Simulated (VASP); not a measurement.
**ZrB2: single point with LDA**

ZrB2:

```
CELL_PARAMETERS angstrom
3.17000 0.00000 0.00000
-1.58500 2.74530 0.00000
0.00000 0.00000 3.53300
ATOMIC_POSITIONS crystal
Zr 0.00000 0.00000 0.00000
B 0.33333 0.66667 0.50000
B 0.66667 0.33333 0.50000
```

```
Program             : VASP 6.6.1
Task                : single point
Functional          : LDA
Potentials or basis : VASP PAW LDA potentials, release 64 (Zr_sv, B)
Cutoff              : 520 eV
k mesh              : 12 × 12 × 9
Occupations         : fermi-dirac, width 0.1 eV
Spin                : no spin polarisation
```

The pressure is -8.4 GPa. The band gap on the k mesh is none (metal or under the smearing width).

Stress tensor (GPa, compression positive):
```
-8.58  0.00  0.00
 0.00 -8.58  0.00
 0.00  0.00 -7.91
```

Levels at points of the mesh, in eV from the Fermi level:
| k point | band 7 | band 8 | band 9 | band 10 | band 11 | band 12 |
| --- | --- | --- | --- | --- | --- | --- |
| (0.00, 0.00, 0.00) | -2.64 | -2.61 | -2.31 | 3.35 | 3.35 | 4.12 |
| (0.50, 0.00, 0.00) | -3.90 | -3.05 | -2.70 | 2.23 | 2.26 | 4.89 |

It took 33 s on 1 thread of Intel(R) Xeon(R) Platinum 8488C (Sapphire Rapids), with other jobs on the host, peak memory 0.16 GiB.
